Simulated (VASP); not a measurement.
# Fe (Iron): the relaxed cell at several levels, part 3 of 3

How close do the usual functionals, with and without dispersion, come to the cell of Fe (Iron)? LASPH is on for some levels and off for others; the table marks which. The start is a cell from a database of measured crystal structures.

VASP 6.6.1, plane waves and PAW; the level of theory is named at each step.

Still holding for the runs below: The cell holds one magnetic atom, so no antiferromagnetic order fits into it.

So far, final volume (Å³): step 2 (relaxation, level PBE) 11.3; step 3 (relaxation, level LDA) 10.4; step 4 (relaxation, level r2SCAN) 11.7.

### 5. Relaxation with PBE + D3(BJ)

This step: PBE with D3(BJ), spin-polarised from a ferromagnetic start (one magnetic atom a cell); plane waves and PAW (Fe) (VASP 6.6.1).

A dispersion term adds the long-range attraction that semilocal functionals lack. D3 with Becke-Johnson damping keeps a finite attraction at short range.

INCAR

```
SYSTEM = Fe
PREC = Accurate
ENCUT = 520
EDIFF = 1E-06
NELM = 100
ISMEAR = -1
SIGMA = 0.05
LREAL = .FALSE.
ALGO = Normal
GGA = PE
IVDW = 12
NBANDS = 10
ISPIN = 2
MAGMOM = 3
LMAXMIX = 4
LORBIT = 11
LWAVE = .FALSE.
LCHARG = .FALSE.
KPAR = 2
IBRION = 2
NSW = 60
ISIF = 3
EDIFFG = -0.01
```

POSCAR

```
Fe
1.0
   -1.4327000000      1.4327000000      1.4327000000
    1.4327000000     -1.4327000000      1.4327000000
    1.4327000000      1.4327000000     -1.4327000000
Fe
1
Direct
    0.0000000000      0.0000000000      0.0000000000
```

KPOINTS

```
Automatic mesh
0
Gamma
13 13 13
0 0 0
```

PAW data sets: Fe (PBE family, release 64).

Started as:

```
$ mpirun -np 2 vasp_std
```

The program printed:

```text
[... set-up lines as in an earlier step ...]
 entering main loop
       N       E                     dE             d eps       ncg     rms          rms(c)
[... 12 cycles as in an earlier step ...]
   1 F= -.85739386E+01 E0= -.85688365E+01  d E =-.857394E+01  mag=     2.2434
[...]
N       E                     dE             d eps       ncg     rms          rms(c)
DAV:   1    -0.931008056574E+01   -0.10809E+01   -0.23084E+01  3628   0.773E+01    0.105E+01
DAV:   2    -0.823950693716E+01    0.10706E+01   -0.78750E+00  3652   0.428E+01    0.777E+00
DAV:   3    -0.820635055754E+01    0.33156E-01   -0.26130E-01  3696   0.778E+00    0.342E+00
DAV:   4    -0.819487886688E+01    0.11472E-01   -0.48239E-03  3664   0.847E-01    0.664E-01
DAV:   5    -0.818596730378E+01    0.89116E-02   -0.12947E-02  3750   0.915E-01    0.134E-01
DAV:   6    -0.818613640144E+01   -0.16910E-03   -0.61342E-04  3624   0.307E-01    0.722E-02
DAV:   7    -0.818612978656E+01    0.66149E-05   -0.29631E-05  3416   0.770E-02    0.339E-02
[...]
2 F= -.85776723E+01 E0= -.85736429E+01  d E =-.373370E-02  mag=     2.0298
 trial-energy change:   -0.003734  1 .order    0.003858   -0.099909    0.107626
 step:   0.5360(harm=  0.4814)  dis= 0.00000  next Energy=    -8.601883 (dE=-0.279E-01)
[...]
N       E                     dE             d eps       ncg     rms          rms(c)
DAV:   1    -0.849401758511E+01   -0.30789E+00   -0.53580E+00  3592   0.400E+01    0.495E+00
DAV:   2    -0.826166694633E+01    0.23235E+00   -0.25544E+00  3656   0.219E+01    0.447E+00
DAV:   3    -0.823839154238E+01    0.23275E-01   -0.15907E-01  3692   0.599E+00    0.162E+00
DAV:   4    -0.823579464664E+01    0.25969E-02   -0.19716E-03  3762   0.702E-01    0.437E-01
DAV:   5    -0.823357922068E+01    0.22154E-02   -0.30668E-03  3534   0.569E-01    0.802E-02
DAV:   6    -0.823360705936E+01   -0.27839E-04   -0.94828E-05  3624   0.114E-01    0.315E-02
DAV:   7    -0.823361082514E+01   -0.37658E-05   -0.67301E-06  3508   0.416E-02    0.201E-02
DAV:   8    -0.823361402010E+01   -0.31950E-05   -0.23803E-06  3400   0.189E-02    0.396E-03
DAV:   9    -0.823361399469E+01    0.25412E-07   -0.85061E-08  1680   0.358E-03
   3 F= -.86025216E+01 E0= -.85981308E+01  d E =-.285830E-01  mag=     2.1106
[...]
reached required accuracy - stopping structural energy minimisation
```

Wall time 41 s (2 MPI ranks of AMD EPYC 7R43, shared host); peak memory 0.22 GiB; 80 s of CPU time.

Parts of OUTCAR (step 5):

```text
 Edisp (eV)   -0.39155

 Edisp (eV)   -0.36891

  Total      -0.00727    -0.00727    -0.00727     0.00000     0.00000    -0.00000
  in kB      -1.05627    -1.05627    -1.05627     0.00000     0.00000    -0.00000
  external pressure =       -1.06 kB  Pullay stress =        0.00 kB

 POSITION                                       TOTAL-FORCE (eV/Angst)
 -----------------------------------------------------------------------------------
      0.00000     -0.00000      0.00000         0.000000     -0.000000     -0.000000
 -----------------------------------------------------------------------------------
    total drift:                                0.000000     -0.000000      0.000000

  FREE ENERGIE OF THE ION-ELECTRON SYSTEM (eV)
  ---------------------------------------------------
  free  energy   TOTEN  =        -8.6025216483 eV

  energy  without entropy=       -8.5937399939  energy(sigma->0) =       -8.59813082

 magnetization (x)
# of ion       s       p       d       tot
------------------------------------------
    1       -0.014  -0.058   2.176   2.103

[... 2 parts as in an earlier step ...]

[... 2 further parts left out ...]
[key lines of the parts left out:]
E-fermi :   6.1645
```

Dispersion corrections of this kind ignore metallic screening and tend to overbind metals.

The steps of the relaxation:

```csv
step,energy less that of the first step (eV),largest force (eV/Å),pressure (GPa),volume (Å³)
1,0.0000,0.0000,-11.32,11.76
2,-0.0037,0.0000,13.78,10.40
3,-0.0286,0.0000,-0.11,11.02
```

| conventional cell, symmetrised | before | after | change |
| --- | --- | --- | --- |
| a (Å) | 2.865 | 2.804 | -2.1 % |
| b (Å) | 2.865 | 2.804 | -2.1 % |
| c (Å) | 2.865 | 2.804 | -2.1 % |
| volume (Å³/atom) | 11.76 | 11.02 | -6.3 % |

Final coordinates:

```xyz
1
Lattice="-1.4019 1.4019 1.4019 1.4019 -1.4019 1.4019 1.4019 1.4019 -1.4019" Properties=species:S:1:pos:R:3 pbc="T T T"
Fe    0.0000    0.0000    0.0000
```

Spin moment in the PAW sphere by atom:

```
atom  spin moment in the PAW sphere (μB)
 Fe1                                2.10
```

It ends at 11.02 Å³/atom, -6.3 % from the start, with -0.11 GPa left. The conventional cell has a = 2.804 Å. The largest moment is 2.10 μB. Against plain PBE, the dispersion term moves a by -0.9 %.

### 6. The cells as a table

This step: relaxed cells at several levels; plane waves and PAW (VASP 6.6.1).

This step runs nothing: it gathers the runs above.

Lengths are those of the conventional cell; cost is the wall time of each run, as given at its step, times its ranks, without the set-up around it; LASPH differs between rows, which moves results and costs too. Results by level, by row:

```csv
level,volume (Å³/atom),change from the start (%),a (Å),largest site moment (μB),cost (core minutes),LASPH
PBE,11.32,-3.8,2.829,2.148,0.653,off
LDA,10.41,-11.5,2.751,1.95,0.867,off
r2SCAN,11.75,-0.1,2.864,2.716,5.44,on
PBE + D3(BJ),11.02,-6.3,2.804,2.103,1.37,off
```

### 7. Summary of results

- volume, PBE: 11.32 Å³/atom
- volume, LDA: 10.41 Å³/atom
- volume, r2SCAN: 11.75 Å³/atom
- volume, PBE + D3(BJ): 11.02 Å³/atom

In words: For Fe (Iron) the levels give volumes between 10.41 Å³/atom (LDA) and 11.75 Å³/atom (r2SCAN), a spread of 12.8 %, while the cost of the finished runs spans a factor of 8.3. Within 1 % of experiment on every length: r2SCAN. The nearest is r2SCAN. Thermal and zero-point expansion, often some tenths of a per cent in length, bear on this order: with the measured lengths lowered by an assumed 0.4 % the nearest is still r2SCAN. The costs hold the number of ionic steps as well as the price of the functional. SCAN-type functionals tend to overstate the moments of itinerant magnets. Adding D3(BJ) to PBE changes the volume by -2.6 % (a by -0.9 %). Pairwise corrections of the D and TS kind ignore the screening in a metal, so they may overbind here. Within 0.02 Å all end in space group Im-3m; the runs can't lower the symmetry of the start. Only the typed magnetic starts were tried, so the magnetic ground state may differ and with it the other results. LASPH is on for some levels and off for others, so differences between them are not the functional's alone. The largest site moment differs between levels, from 1.95 μB (LDA) to 2.72 μB (r2SCAN); larger moments and larger volumes go together in magnets, so the two can't be judged apart. Each is a single relaxation on the plane waves of the start cell, so larger changes of volume carry a basis-set error that was not tested here.

Comparison with the measured values:

```
              quantity  measured             PBE             LDA          r2SCAN    PBE + D3(BJ)
lattice constant a (Å)     2.866  2.829 (-1.3 %)  2.751 (-4.0 %)  2.864 (-0.1 %)  2.804 (-2.2 %)
```

Measured values from pmc:2430951 (2008).

**Verdict.** For the lattice constant a, of the levels listed nearest comes r2SCAN (-0.1 %, good agreement) and farthest LDA (-4.0 %, a clear miss). The grades are ours: good and fair within 0.7 and 1.5 % for the lattice constant a. Zero-point motion and thermal expansion are not in the computed lattice constants.

[Lines on the potential files, build, host, timing and source positions are cut from VASP's logs without a mark.]

[Logs are printed without paths, hosts, clocks, repeated set-up lines and the standing remarks that a program may print on its own settings, such as how far it seeks lower states.]

[Hosts, paths, dates, database ids (printed as entryN), source tags and the programs' standing remarks are cut or masked in the printed files.]

[A measured line is paired with the nearest computed mode of its activity, which favours agreement.]
